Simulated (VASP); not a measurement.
Data:

```xyz
2
Lattice="2.6111 0.0000 0.0000 0.0000 2.6111 0.0000 0.0000 0.0000 2.6111" Properties=species:S:1:pos:R:3 pbc="T T T"
Fe     0.0000     0.0000     0.0000
O      1.3056     1.3056     1.3056
```
Starting moments (μB, in the order of the record's atoms Fe O): 3.5 0.4.

These are PBEsol GGA, VASP's PBE PAW potentials (set 64) (plane waves; VASP) values and carry that method's errors. Settings: 520 eV cut-off, Gaussian smearing of 0.050 eV, potentials Fe O.

The moments were started parallel, and other spin orders were not tried in this run.

### Question
Estimate the cell moment, band gap (along the path) with the smallest direct gap where there is one.

### Answer

| Property | Result |
|---|---|
| band gap (along the path) | none (metal, semimetal or under 0.01 eV) |
| cell moment | 4.00 μB |

Total energies compare only between runs with the same potentials, cut-off and functional.

The structure was generated: FeO was put into the CsCl type type (Pm-3m), which need not be its known phase. It was relaxed first.
